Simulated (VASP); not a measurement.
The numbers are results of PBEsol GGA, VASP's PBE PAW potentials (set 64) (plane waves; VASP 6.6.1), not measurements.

VASP ran on this input.

POSCAR:
```
RuS
1
    0.0000000000     2.8982980000     2.8982980000
    2.8982980000     0.0000000000     2.8982980000
    2.8982980000     2.8982980000     0.0000000000
Ru S
1 1
Direct
  0.0000000000   0.0000000000   0.0000000000
  0.2500000000   0.2500000000   0.2500000000
```

**INCAR**
```
SYSTEM = RuS
PREC = Accurate
ENCUT = 400
EDIFF = 1E-6
NELM = 100
ALGO = Normal
LREAL = .FALSE.
LASPH = .TRUE.
ISMEAR = 1
SIGMA = 0.1
GGA = PS
LMAXMIX = 4
LWAVE = .FALSE.
LCHARG = .FALSE.
IBRION = 2
ISIF = 3
NSW = 60
EDIFFG = -0.01
```

File KPOINTS:
```
Automatic mesh
0
Gamma
10 10 10
0 0 0
```

POTCAR, in this order: Ru_pv S (PBE.64 set). Program: vasp_std.

Output of the run:

### OSZICAR
```
       N       E                     dE             d eps       ncg     rms          rms(c)
DAV:   1     0.928638551870E+02    0.92864E+02   -0.10234E+04  1636   0.106E+03
DAV:   2    -0.105285978247E+02   -0.10339E+03   -0.10130E+03  1568   0.274E+02
DAV:   3    -0.137074680974E+02   -0.31789E+01   -0.31537E+01  1640   0.472E+01
DAV:   4    -0.137486588869E+02   -0.41191E-01   -0.41159E-01  1626   0.532E+00
DAV:   5    -0.137499251214E+02   -0.12662E-02   -0.12662E-02  1728   0.812E-01    0.839E+00
DAV:   6    -0.134789610965E+02    0.27096E+00   -0.39604E+00  1334   0.178E+01    0.466E+00
DAV:   7    -0.132819546066E+02    0.19701E+00   -0.77652E-01  1328   0.875E+00    0.281E+00
DAV:   8    -0.132688253484E+02    0.13129E-01   -0.55905E-02  1562   0.201E+00    0.345E-01
DAV:   9    -0.132684495727E+02    0.37578E-03   -0.13702E-03  1592   0.321E-01    0.213E-01
DAV:  10    -0.132684166868E+02    0.32886E-04   -0.52029E-04  1532   0.175E-01    0.573E-02
DAV:  11    -0.132684350445E+02   -0.18358E-04   -0.18468E-05  1634   0.313E-02    0.726E-03
DAV:  12    -0.132684372759E+02   -0.22314E-05   -0.20017E-06  1596   0.109E-02    0.440E-03
DAV:  13    -0.132684374732E+02   -0.19729E-06   -0.28906E-07  1162   0.334E-03
   1 F= -.13268437E+02 E0= -.13268044E+02  d E =-.132684E+02
       N       E                     dE             d eps       ncg     rms          rms(c)
DAV:   1    -0.110502325615E+03   -0.97234E+02   -0.18705E+03  1316   0.449E+02    0.154E+02
DAV:   2    -0.199236349212E+02    0.90579E+02   -0.28697E+02  1328   0.218E+02    0.337E+01
DAV:   3    -0.149032461029E+02    0.50204E+01   -0.12911E+01  1550   0.353E+01    0.210E+01
DAV:   4    -0.135290968207E+02    0.13741E+01   -0.56315E+00  1394   0.216E+01    0.148E+01
DAV:   5    -0.135620042392E+02   -0.32907E-01   -0.14294E-01  1694   0.336E+00    0.114E+01
DAV:   6    -0.136142698275E+02   -0.52266E-01   -0.17286E-01  1586   0.364E+00    0.280E+00
DAV:   7    -0.136031482423E+02    0.11122E-01   -0.47541E-02  1808   0.254E+00    0.648E-01
DAV:   8    -0.136036880470E+02   -0.53980E-03   -0.39388E-03  1376   0.659E-01    0.439E-01
DAV:   9    -0.136035301861E+02    0.15786E-03   -0.63742E-04  1814   0.304E-01    0.143E-01
DAV:  10    -0.136035211659E+02    0.90202E-05   -0.55430E-05  1388   0.563E-02    0.285E-02
DAV:  11    -0.136035213361E+02   -0.17018E-06   -0.13678E-06  1388   0.103E-02
   2 F= -.13603521E+02 E0= -.13603639E+02  d E =-.335084E+00
       N       E                     dE             d eps       ncg     rms          rms(c)
DAV:   1    -0.364353192538E+02   -0.22832E+02   -0.38980E+02  1316   0.266E+02    0.479E+01
DAV:   2    -0.192454327163E+02    0.17190E+02   -0.16250E+02  1328   0.133E+02    0.268E+01
DAV:   3    -0.152593259488E+02    0.39861E+01   -0.10825E+01  1418   0.321E+01    0.205E+01
DAV:   4    -0.149507392470E+02    0.30859E+00   -0.97946E-01  1382   0.707E+00    0.128E+01
DAV:   5    -0.149221763372E+02    0.28563E-01   -0.23361E-01  1604   0.356E+00    0.540E+00
DAV:   6    -0.149133260854E+02    0.88503E-02   -0.11916E-01  1490   0.270E+00    0.147E+00
DAV:   7    -0.149137482340E+02   -0.42215E-03   -0.46461E-03  1776   0.577E-01    0.135E+00
DAV:   8    -0.149135647375E+02    0.18350E-03   -0.26696E-04  1614   0.163E-01    0.142E+00
DAV:   9    -0.149146630579E+02   -0.10983E-02   -0.20927E-03  1562   0.389E-01    0.919E-01
DAV:  10    -0.149145883941E+02    0.74664E-04   -0.35438E-04  1598   0.188E-01    0.759E-01
DAV:  11    -0.149143979277E+02    0.19047E-03   -0.18978E-04  1430   0.110E-01    0.333E-01
DAV:  12    -0.149143670725E+02    0.30855E-04   -0.38630E-05  1616   0.487E-02    0.179E-01
DAV:  13    -0.149143662306E+02    0.84194E-06   -0.44875E-07   838   0.676E-03
   3 F= -.14914366E+02 E0= -.14914369E+02  d E =-.164593E+01
       N       E                     dE             d eps       ncg     rms          rms(c)
DAV:   1    -0.149513614583E+02   -0.36994E-01   -0.58846E-01  1316   0.947E+00    0.159E+00
DAV:   2    -0.149239496902E+02    0.27412E-01   -0.20154E-01  1316   0.490E+00    0.583E-01
DAV:   3    -0.149185488049E+02    0.54009E-02   -0.15244E-02  1340   0.135E+00    0.169E-01
DAV:   4    -0.149182561606E+02    0.29264E-03   -0.32274E-03  1364   0.444E-01    0.889E-02
DAV:   5    -0.149182771414E+02   -0.20981E-04   -0.98537E-05  1670   0.797E-02    0.513E-02
DAV:   6    -0.149183005359E+02   -0.23394E-04   -0.50673E-05  1544   0.520E-02    0.112E-02
DAV:   7    -0.149183005938E+02   -0.57857E-07   -0.55029E-06  1814   0.209E-02
   4 F= -.14918301E+02 E0= -.14918325E+02  d E =-.164986E+01
       N       E                     dE             d eps       ncg     rms          rms(c)
DAV:   1    -0.149390075909E+02   -0.20707E-01   -0.35330E-01  1316   0.738E+00    0.126E+00
DAV:   2    -0.149223408416E+02    0.16667E-01   -0.12133E-01  1316   0.381E+00    0.451E-01
DAV:   3    -0.149191204296E+02    0.32204E-02   -0.90351E-03  1346   0.104E+00    0.137E-01
DAV:   4    -0.149189441761E+02    0.17625E-03   -0.19610E-03  1370   0.345E-01    0.684E-02
DAV:   5    -0.149189573097E+02   -0.13134E-04   -0.62330E-05  1670   0.631E-02    0.389E-02
DAV:   6    -0.149189724535E+02   -0.15144E-04   -0.31021E-05  1520   0.411E-02    0.902E-03
DAV:   7    -0.149189726248E+02   -0.17134E-06   -0.34726E-06  1724   0.171E-02
   5 F= -.14918973E+02 E0= -.14919014E+02  d E =-.165054E+01
       N       E                     dE             d eps       ncg     rms          rms(c)
DAV:   1    -0.149231217126E+02   -0.41493E-02   -0.73470E-02  1316   0.337E+00    0.560E-01
DAV:   2    -0.149196834523E+02    0.34383E-02   -0.25714E-02  1316   0.176E+00    0.206E-01
DAV:   3    -0.149189730660E+02    0.71039E-03   -0.19472E-03  1340   0.485E-01    0.663E-02
DAV:   4    -0.149189311196E+02    0.41946E-04   -0.41707E-04  1364   0.155E-01    0.304E-02
DAV:   5    -0.149189303850E+02    0.73459E-06   -0.14376E-05  1652   0.302E-02    0.181E-02
DAV:   6    -0.149189302492E+02    0.13583E-06   -0.60929E-06  1544   0.189E-02
   6 F= -.14918930E+02 E0= -.14918964E+02  d E =0.423757E-04
       N       E                     dE             d eps       ncg     rms          rms(c)
DAV:   1    -0.149206195736E+02   -0.16892E-02   -0.28371E-02  1316   0.209E+00    0.352E-01
DAV:   2    -0.149192829826E+02    0.13366E-02   -0.98461E-03  1316   0.109E+00    0.128E-01
DAV:   3    -0.149190180388E+02    0.26494E-03   -0.74092E-04  1340   0.299E-01    0.401E-02
DAV:   4    -0.149190050171E+02    0.13022E-04   -0.15791E-04  1370   0.964E-02    0.189E-02
DAV:   5    -0.149190065843E+02   -0.15673E-05   -0.51366E-06  1652   0.181E-02    0.111E-02
DAV:   6    -0.149190088735E+02   -0.22892E-05   -0.23742E-06  1524   0.116E-02    0.250E-03
DAV:   7    -0.149190089708E+02   -0.97327E-07   -0.23810E-07   682   0.504E-03
   7 F= -.14919009E+02 E0= -.14919047E+02  d E =-.363460E-04
```

OUTCAR:
```
------------------------ aborting loop because EDIFF is reached ----------------------------------------
  FORCE on cell =-STRESS in cart. coord.  units (eV):
  Direction    XX          YY          ZZ          XY          YZ          ZX
  --------------------------------------------------------------------------------------
  Total        0.0044149      0.0044149      0.0044149      0.0000000     -0.0000000     -0.0000000
  in kB        0.2086846      0.2086846      0.2086846      0.0000000     -0.0000000     -0.0000000
  external PRESSURE =       0.2086846 kB  Pullay stress =       0.0000000 kB
  volume of cell :       33.90
      direct lattice vectors                 reciprocal lattice vectors
    -0.000000000  2.568642037  2.568642037    -0.194655383  0.194655383  0.194655383
     2.568642037  0.000000000  2.568642037     0.194655383 -0.194655383  0.194655383
     2.568642037  2.568642037 -0.000000000     0.194655383  0.194655383 -0.194655383
 POSITION                                       TOTAL-FORCE (eV/Angst)
 -----------------------------------------------------------------------------------
      0.00000      0.00000      0.00000        -0.000000     -0.000000     -0.000000
      1.28432      1.28432      1.28432         0.000000      0.000000      0.000000
 -----------------------------------------------------------------------------------
    total drift:                               -0.000000     -0.000000     -0.000000
  FREE ENERGIE OF THE ION-ELECTRON SYSTEM (eV)
  ---------------------------------------------------
  free  energy   TOTEN  =       -14.9190089708 eV

  energy  without entropy=      -14.9191231595  energy(sigma->0) =      -14.91904703

 reached required accuracy - stopping structural energy minimisation
```
(Selected blocks of OUTCAR.)

CONTCAR:
```
RuS
   1.00000000000000
    -0.0000000000000000    2.5686420374015873    2.5686420374015873
     2.5686420374015873    0.0000000000000000    2.5686420374015873
     2.5686420374015873    2.5686420374015873   -0.0000000000000000
  Ru              S
     1     1
Direct
     0.0000000000000000    0.0000000000000000    0.0000000000000000
     0.2500000000000000    0.2500000000000000    0.2500000000000000
```

Energy and stress use the plane-wave basis of the starting cell.

The structure was generated: RuS was put into the zinc blende type (F-43m), which need not be its known phase. This run relaxes it. Symmetry was kept, so distortions that lower it aren't found.
